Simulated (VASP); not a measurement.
A VASP calculation is set up with these files.

### INCAR
```
ALGO  =  Normal
EDIFF  =  1E-6
EDIFFG  =  -0.01
ENCUT  =  480
GGA  =  PE
IBRION  =  2
ISIF  =  3
ISMEAR  =  0
LASPH  =  .TRUE.
LCHARG  =  .FALSE.
LMAXMIX  =  4
LREAL  =  .FALSE.
LWAVE  =  .FALSE.
NELM  =  100
NSW  =  60
PREC  =  Accurate
SIGMA  =  0.05
SYSTEM  =  CdSe
```

**POSCAR**
```
CdSe
1.0
  0.0000000000   3.0250000000   3.0250000000
  3.0250000000   0.0000000000   3.0250000000
  3.0250000000   3.0250000000   0.0000000000
Cd Se
1 1
direct
  0.0000000000   0.0000000000   0.0000000000
  0.7500000000   0.7500000000   0.7500000000
```

KPOINTS:
```
Automatic
0
gamma
  7 7 7
```

POTCAR, in this order: Cd Se (PBE.64 set). Program: vasp_std.

Question: Write an equivalent input for Ansatz.

Answer: One equivalent input (not run):
Ansatz 0.2 input:
```yaml
crystal:
  lattice:
    - [0.0000000, 3.0250000, 3.0250000]
    - [3.0250000, 0.0000000, 3.0250000]
    - [3.0250000, 3.0250000, 0.0000000]
  atoms:
    - { symbol: Cd, position: [0.0000000, 0.0000000, 0.0000000] }
    - { symbol: Se, position: [0.7500000, 0.7500000, 0.7500000] }
kpoints:
  mp_grid: { grid: [7, 7, 7] }
hamiltonian:
  xc: pbe
  pseudopotentials: { kind: paw }
scf:
  occupations: { method: gaussian, width: 0.05 }
  max_iter: 100
relax:
  max_steps: 60
  f_tol: 0.01
  cell: {}
output: { forces: true, stress: true, eigenvalues: true }
```
Limits of the translation: each code has its own PAW files, so the cut-off isn't converted (ENCUT is set for VASP's; basis.ecutwfc is left out, and Ansatz then takes the one that its files recommend); Ansatz stops its SCF on the density residual and VASP on the energy change (EDIFF).

The compound is CdSe in the zinc blende structure, whereas wurtzite is the usual form. This run relaxes it. Symmetry was kept, so distortions that lower it aren't found.
